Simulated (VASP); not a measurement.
H2CS2: single point with PBE+D3(BJ)

H2CS2:

```
H S C
1.0
     8.88749    0.00000    0.00000
     0.00000    8.88749    0.00000
     0.00000    0.00000    8.88749
H S C
12 12 6
Direct
  0.08557 0.04089 0.25873
  0.06597 0.95760 0.27428
  0.64602 0.13476 0.67573
  0.62635 0.21519 0.70668
  0.18949 0.20931 0.08990
  0.11657 0.22026 0.12981
  0.88338 0.21152 0.75354
  0.89057 0.28951 0.79853
  0.72864 0.03672 0.39103
  0.73393 0.09836 0.44747
  0.96792 0.75244 0.10173
  0.91390 0.78794 0.04058
  0.24502 0.64337 0.19460
  0.18546 0.52782 0.87091
  0.58263 0.87616 0.17005
  0.64512 0.86798 0.82909
  0.47403 0.29148 0.37121
  0.46920 0.22794 0.03431
  0.55458 0.53240 0.71643
  0.76466 0.61162 0.45043
  0.23305 0.95759 0.80742
  0.33988 0.86361 0.48468
  0.03388 0.35461 0.43148
  0.83134 0.34734 0.14499
  0.20453 0.58581 0.03257
  0.61231 0.85951 0.99892
  0.47745 0.26015 0.20531
  0.66074 0.55874 0.57910
  0.27912 0.91199 0.64656
  0.93929 0.35223 0.28185
```

The cell was built by a generator and needn't be a form met in nature.

| Item | Value |
| --- | --- |
| Program | VASP 6.6.1 |
| Task | single point |
| Functional | PBE |
| Dispersion | D3(BJ) |
| Potentials or basis | VASP PAW PBE potentials, release 64 (H, S, C) |
| Cutoff | 520 eV |
| k mesh | 1 × 1 × 1 |
| Occupations | fermi-dirac, width 0.05 eV |
| Spin | no spin polarisation |

The pressure is 0.5 GPa, the largest force is 2.925 eV/Å and the band gap on the k mesh is 3.17 eV, direct. The dispersion energy per atom is -0.085 eV.

Forces in eV/Å, atoms in the order of the input:
```
H   -0.186 -0.747  0.175
H    0.118  0.627 -0.095
H   -0.356  0.942  0.339
H    0.136 -0.858 -0.397
H    0.149 -0.009 -0.129
H   -0.124  0.028 -0.053
H    0.190  1.238  0.745
H   -0.015 -1.212 -0.685
H    0.077 -0.204 -0.131
H    0.076  0.125  0.165
H   -0.726  0.472 -0.767
H    0.628 -0.436  0.735
S   -0.384 -0.245 -0.560
S   -0.439 -0.290 -0.895
S   -0.083 -0.451  0.313
S    0.214 -0.236 -0.694
S   -0.077  0.527  2.876
S    0.214  0.006 -0.769
S   -0.036 -0.485 -0.128
S    0.110  0.162 -0.344
S   -0.334  0.199  0.424
S   -0.622  0.466  1.498
S   -0.135 -0.132 -0.800
S    0.078  0.056 -0.245
C    0.850  0.375  1.327
C    0.038  0.562  0.517
C   -0.217 -0.306 -2.249
C   -0.351  0.501  0.542
C    0.944 -0.575 -1.797
C    0.261 -0.103  1.083
```

Stress tensor (GPa, compression positive):
```
 0.37 -0.06 -0.26
-0.06  0.05  0.21
-0.26  0.21  1.22
```

Levels at points of the mesh, in eV from the valence-band top:
```tsv
k point	band 51	band 52	band 53	band 54	band 55	band 56	band 57	band 58
(0.00, 0.00, 0.00)	-0.24	-0.11	-0.03	0.00	3.17	3.21	3.27	3.32
```

Run time: 74 s on 1 thread of Intel(R) Xeon(R) 6975P-C (Granite Rapids), on a shared host, peak memory 0.66 GiB.

PBE gaps usually lie below the measured ones, often by a third to a half.
